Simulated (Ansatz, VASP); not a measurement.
## HfC: VASP beside Ansatz

Aim: how closely do two programs agree when they are given the same cell, functional and k mesh? The cell is taken from a series of runs on this material, whose earlier steps may have relaxed, scaled, displaced or heated it; both programs get it as it stands.

Method: plane waves, with VASP 6.6.1 beside it; zone-centre phonons at LDA, in Ansatz 0.2.0.

### Step 1. Starting point

It takes space group R-3m (No. 166, trigonal). The conventional cell has a = 3.104 Å, b = 3.104 Å, c = 8.105 Å, α = 90.00°, β = 90.00°, γ = 120.00°. Nearest to C lie 6 Hf at 2.24 Å. Nearest to Hf lie 6 C at 2.24 Å. Farther neighbours are not listed.

Structure file:

```cif
data_structure
_symmetry_space_group_name_H-M 'P 1'
_symmetry_Int_Tables_number 1
_cell_length_a 3.2420
_cell_length_b 3.2420
_cell_length_c 3.2420
_cell_angle_alpha 57.204
_cell_angle_beta 57.204
_cell_angle_gamma 57.204
_cell_volume 22.54
loop_
_atom_site_label
_atom_site_type_symbol
_atom_site_fract_x
_atom_site_fract_y
_atom_site_fract_z
_atom_site_occupancy
C1 C 0.00000 0.00000 0.00000 1
Hf2 Hf 0.50000 0.50000 0.50000 1
```

### Step 2. VASP: zone-centre phonons, LDA

Second derivatives magnify differences that forces hide, and they need a tight electronic threshold.

Lines of VASP's logs that name or quote its potential files are left out, and so is its time.

File INCAR:

```
SYSTEM = HfC
PREC = Accurate
ENCUT = 600
EDIFF = 1E-08
NELM = 120
ISMEAR = 1
SIGMA = 0.2
LREAL = .FALSE.
ALGO = Normal
GGA = PW92
NBANDS = 13
LASPH = .TRUE.
LORBIT = 11
LWAVE = .FALSE.
LCHARG = .FALSE.
ISIF = 2
IBRION = 8
GGA_COMPAT = .FALSE.
KPAR = 2
```

File POSCAR:

```
HfC
1.0
    0.0965252350      2.2914429297      2.2914429297
    2.2914429297      0.0965252350      2.2914429297
    2.2914429297      2.2914429297      0.0965252350
C Hf
1 1
Direct
    0.0000000000      0.0000000000      0.0000000000
    0.5000000000      0.5000000000      0.5000000000
```

File KPOINTS:

```
Automatic mesh
0
Gamma
16 16 16
0 0 0
```

The projector-augmented-wave data sets are C and Hf_pv (LDA family, release 64).

On the command line:

```bash
$ mpirun -np 2 vasp_std
```

Numbers of over 12 decimals in the logs are rounded to 6 here.

The program printed:

```text
[banner, memory and clock lines left out]
running    2 mpi-ranks, on    1 nodes
 distrk:  each k-point on    1 cores,    2 groups
 distr:  one band on    1 cores,    1 groups

 POSCAR found type information on POSCAR C Hf
 POSCAR found :  2 types and       2 ions
|                                                                             |
|               ----> ADVICE to this user running VASP <----                  |
|                                                                             |
|     You enforced a specific xc type in the INCAR file but a different       |
|     [... a line on the potential file left out ...]
|     I HOPE YOU KNOW WHAT YOU ARE DOING!                                     |
|                                                                             |

 LDA part: xc-table for (Slater(with rela. corr.)+PW92), standard interpolation
 POSCAR, INCAR and KPOINTS ok, starting setup
 FFT: planning ... GRIDC
 FFT: planning ... GRID_SOFT
 FFT: planning ... GRID
 WAVECAR not read
 entering main loop
       N       E                     dE             d eps       ncg     rms          rms(c)
DAV:   1     0.250437014538E+02    0.25044E+02   -0.86737E+03 10842   0.120E+03
DAV:   2    -0.241506842458E+02   -0.49194E+02   -0.46205E+02 13600   0.226E+02
DAV:   3    -0.258224260417E+02   -0.16717E+01   -0.16629E+01 13548   0.298E+01
DAV:   4    -0.258309352680E+02   -0.85092E-02   -0.85079E-02 12318   0.252E+00
DAV:   5    -0.258309916092E+02   -0.56341E-04   -0.56340E-04 13458   0.186E-01    0.701E+01
DAV:   6    -0.228177179928E+02    0.30133E+01   -0.13352E+01 12522   0.198E+01    0.490E+01
DAV:   7    -0.227624524492E+02    0.55266E-01   -0.57478E-01 12732   0.537E+00    0.247E+01
DAV:   8    -0.227485700779E+02    0.13882E-01   -0.35915E-02 13432   0.153E+00    0.428E+00
DAV:   9    -0.227453851486E+02    0.31849E-02   -0.17543E-02 12902   0.699E-01    0.173E+00
DAV:  10    -0.227449796228E+02    0.40553E-03   -0.14405E-03 12983   0.280E-01    0.478E-02
DAV:  11    -0.227449796346E+02   -0.11807E-07   -0.61855E-05 13187   0.704E-02    0.534E-02
DAV:  12    -0.227449792461E+02    0.38849E-06   -0.13058E-06 13631   0.990E-03    0.135E-02
DAV:  13    -0.227449791039E+02    0.14219E-06   -0.38264E-07 13102   0.368E-03    0.631E-04
DAV:  14    -0.227449791047E+02   -0.81218E-09   -0.88885E-09  9231   0.845E-04
   1 F= -.22744979E+02 E0= -.22745099E+02  d E =0.359760E-03
 Linear response reoptimize wavefunctions to high precision
DAV:   1    -0.227449791045E+02    0.27512E-09   -0.12105E-09  9734   0.327E-04
DAV:   2    -0.227449791045E+02   -0.45475E-11   -0.15065E-10  7501   0.997E-05
 Linear response DOF=           2
 Linear response progress:
  Degree of freedom:   1/  2
       N       E                     dE             d eps       ncg     rms          rms(c)
RMM:   1    -0.125361206258E+00   -0.12536E+00    0.15412E-02 63311   0.200E+00
RMM:   2    -0.119908921266E+00    0.54523E-02   -0.36216E-03 45810   0.373E-01    0.505E-01
RMM:   3    -0.120210699423E+00   -0.30178E-03   -0.78411E-04 41793   0.162E-01    0.262E-01
RMM:   4    -0.121241465103E+00   -0.10308E-02   -0.48784E-04 42633   0.124E-01    0.400E-02
RMM:   5    -0.121234981075E+00    0.64840E-05   -0.12515E-05 47749   0.260E-02    0.114E-02
RMM:   6    -0.121234891191E+00    0.89884E-07   -0.36708E-07 51396   0.411E-03    0.371E-03
RMM:   7    -0.121221797437E+00    0.13094E-04   -0.10436E-07 50001   0.221E-03    0.249E-03
RMM:   8    -0.121224691061E+00   -0.28936E-05   -0.12679E-08 53519   0.587E-04    0.235E-04
RMM:   9    -0.121224368982E+00    0.32208E-06   -0.69326E-09 55633   0.110E-04    0.193E-04
RMM:  10    -0.121224411829E+00   -0.42846E-07   -0.20052E-08 57098   0.447E-05    0.116E-04
RMM:  11    -0.121224435044E+00   -0.23215E-07   -0.11417E-08 56090   0.351E-05    0.555E-05
RMM:  12    -0.121224449050E+00   -0.14006E-07   -0.14882E-08 53169   0.274E-05    0.205E-05
RMM:  13    -0.121224451884E+00   -0.28340E-08   -0.78123E-09 38848   0.256E-05    0.723E-06
 first order change of Fermi-energy  -0.14847E-03
 force on displaced ion       1 direction 1 : -10.869  -0.770  -0.770
 Linear response progress:
  Degree of freedom:   2/  2
       N       E                     dE             d eps       ncg     rms          rms(c)
RMM:   1    -0.211133673699E+00   -0.21113E+00    0.38269E+00 31744   0.118E+01
RMM:   2    -0.205220409569E+00    0.59133E-02   -0.29646E-02 44147   0.125E+00    0.572E-01
RMM:   3    -0.204574152570E+00    0.64626E-03   -0.88618E-04 54844   0.145E-01    0.250E-01
RMM:   4    -0.204104780771E+00    0.46937E-03   -0.73004E-05 59015   0.502E-02    0.141E-01
RMM:   5    -0.203731754505E+00    0.37303E-03   -0.26628E-05 60610   0.335E-02    0.142E-02
RMM:   6    -0.203731737305E+00    0.17200E-07   -0.25190E-06 59726   0.104E-02    0.766E-03
RMM:   7    -0.203739267215E+00   -0.75299E-05   -0.13561E-06 64437   0.237E-03    0.709E-03
RMM:   8    -0.203740164453E+00   -0.89724E-06   -0.37336E-06 65353   0.598E-04    0.206E-03
RMM:   9    -0.203740909686E+00   -0.74523E-06   -0.28664E-06 65096   0.307E-04    0.351E-04
RMM:  10    -0.203741252726E+00   -0.34304E-06   -0.17028E-06 64087   0.134E-04    0.833E-05
RMM:  11    -0.203741302430E+00   -0.49704E-07   -0.77955E-07 68508   0.735E-05    0.598E-05
RMM:  12    -0.203741311729E+00   -0.92990E-08   -0.38190E-07 63618   0.545E-05    0.797E-06
RMM:  13    -0.203741310107E+00    0.16217E-08   -0.25203E-07 62076   0.478E-05    0.115E-05
RMM:  14    -0.203741313723E+00   -0.36159E-08   -0.14432E-07 53565   0.442E-05    0.878E-07
RMM:  15    -0.203741313271E+00    0.45195E-09   -0.87323E-08 50425   0.426E-05    0.124E-06
 first order change of Fermi-energy   0.49603E-03
 force on displaced ion       2 direction 1 : -10.868  -0.772  -0.772
 Linear response finished
```

Parts of OUTCAR (step 2):

```text
ion  position               nearest neighbor table
   1  0.000  0.000  0.000-   2 2.24   2 2.24   2 2.24   2 2.24   2 2.24   2 2.24
   2  0.500  0.500  0.500-   1 2.24   1 2.24   1 2.24   1 2.24   1 2.24   1 2.24

  LATTYP: Found a trigonal (rhomboedric) cell.
 ALAT       =     3.2420269155
 COS(alpha) =     0.5416436555

 Subroutine GETGRP returns: Found 12 space group operations
 (whereof 12 operations were pure point group operations)

The static configuration has the point symmetry D_3d.

 Found    417 irreducible k-points:

   k-points           NKPTS =    417   k-points in BZ     NKDIM =    417   number of bands    NBANDS=     13

   dimension x,y,z NGX =    28 NGY =   28 NGZ =   28
   dimension x,y,z NGXF=    56 NGYF=   56 NGZF=   56

   ENCUT  =  600.0 eV  44.10 Ry    6.64 a.u.   6.48  6.48  6.48*2*pi/ulx,y,z

   NELECT =      14.0000    total number of electrons

 k-points in reciprocal lattice and weights: Automatic mesh
   0.00000000  0.00000000  0.00000000       0.000
   0.06250000  0.00000000  0.00000000       0.001
   0.12500000  0.00000000  0.00000000       0.001
   0.18750000 -0.00000000 -0.00000000       0.001
   0.25000000  0.00000000  0.00000000       0.001
   0.31250000  0.00000000  0.00000000       0.001
   0.37500000 -0.00000000 -0.00000000       0.001
   0.43750000  0.00000000 -0.00000000       0.001
   0.50000000  0.00000000  0.00000000       0.001
[...]
-0.43750000  0.50000000  0.43750000       0.001
   0.50000000  0.50000000  0.50000000       0.000

 average (electrostatic) potential at core
       1 -50.9508       2 -34.3098

  Total        2.5186952      2.5186952      2.5186952     -1.2053517     -1.2053517     -1.2053517
  in kB      179.0022597    179.0022597    179.0022597    -85.6636743    -85.6636743    -85.6636743
  external PRESSURE =     179.0022597 kB  Pullay stress =       0.0000000 kB

  energy-cutoff  :      600.00
  volume of cell :       22.54
      direct lattice vectors                 reciprocal lattice vectors
     0.096525235  2.291442930  2.291442930    -0.232497931  0.223100018  0.223100018
     2.291442930  0.096525235  2.291442930     0.223100018 -0.232497931  0.223100018
     2.291442930  2.291442930  0.096525235     0.223100018  0.223100018 -0.232497931

 POSITION                                       TOTAL-FORCE (eV/Angst)
 -----------------------------------------------------------------------------------
      0.00000      0.00000      0.00000         0.000000     -0.000000      0.000000
      2.33971      2.33971      2.33971        -0.000000      0.000000     -0.000000
 -----------------------------------------------------------------------------------
    total drift:                                0.000000      0.000000      0.000000

 Eigenvectors and eigenvalues of the dynamical matrix
 ----------------------------------------------------

   1 f  =   16.416475 THz   103.147753 2PiTHz  547.594657 cm-1    67.893054 meV
             X         Y         Z           dx          dy          dz
      0.000000  0.000000  0.000000     0.558851    0.558851    0.558851
      2.339706  2.339706  2.339706    -0.144979   -0.144979   -0.144979

   2 f  =   14.808993 THz    93.047646 2PiTHz  493.974827 cm-1    61.245045 meV
             X         Y         Z           dx          dy          dz
      0.000000  0.000000  0.000000     0.395171    0.395171   -0.790343
      2.339706  2.339706  2.339706    -0.102500   -0.102500    0.205001

   3 f  =   14.808993 THz    93.047646 2PiTHz  493.974827 cm-1    61.245045 meV
             X         Y         Z           dx          dy          dz
      0.000000  0.000000  0.000000    -0.684457    0.684457   -0.000000
      2.339706  2.339706  2.339706     0.177536   -0.177536   -0.000000

   4 f/i=    0.000256 THz     0.001611 2PiTHz    0.008553 cm-1     0.001060 meV
             X         Y         Z           dx          dy          dz
      0.000000  0.000000  0.000000     0.144980    0.144979    0.144979
      2.339706  2.339706  2.339706     0.558851    0.558851    0.558850

   5 f/i=    0.000349 THz     0.002191 2PiTHz    0.011634 cm-1     0.001442 meV
             X         Y         Z           dx          dy          dz
      0.000000  0.000000  0.000000    -0.189802    0.027815    0.161987
      2.339706  2.339706  2.339706    -0.731744    0.107235    0.624510

   6 f/i=    0.000349 THz     0.002191 2PiTHz    0.011634 cm-1     0.001442 meV
             X         Y         Z           dx          dy          dz
      0.000000  0.000000  0.000000    -0.077464    0.203105   -0.125641
      2.339706  2.339706  2.339706    -0.298649    0.783034   -0.484385

 ELASTIC MODULI CONTR FROM IONIC RELAXATION (kBar)
 Direction    XX          YY          ZZ          XY          YZ          ZX
 --------------------------------------------------------------------------------
 XX           0.0000      0.0000      0.0000      0.0000      0.0000      0.0000
 YY           0.0000      0.0000      0.0000      0.0000      0.0000      0.0000
 ZZ           0.0000      0.0000      0.0000      0.0000      0.0000      0.0000
 XY           0.0000      0.0000      0.0000      0.0000      0.0000      0.0000
 YZ           0.0000      0.0000      0.0000      0.0000      0.0000      0.0000
 ZX           0.0000      0.0000      0.0000      0.0000      0.0000      0.0000
 --------------------------------------------------------------------------------
```

Energies printed during the response cycles are not total energies of the cell. Harder data sets than Hf_pv exist (the GW ones), and pressures, volumes and forces can shift noticeably with them.

(Continued in part 2 of 2.)

[Lines on the potential files, build, host, timing and source positions are cut from VASP's logs without a mark.]

[Logs are printed without paths, hosts, clocks, repeated set-up lines and the standing remarks that a program may print on its own settings, such as how far it seeks lower states.]

[Hosts, paths, dates, database ids (printed as entryN), source tags and the programs' standing remarks are cut or masked in the printed files.]
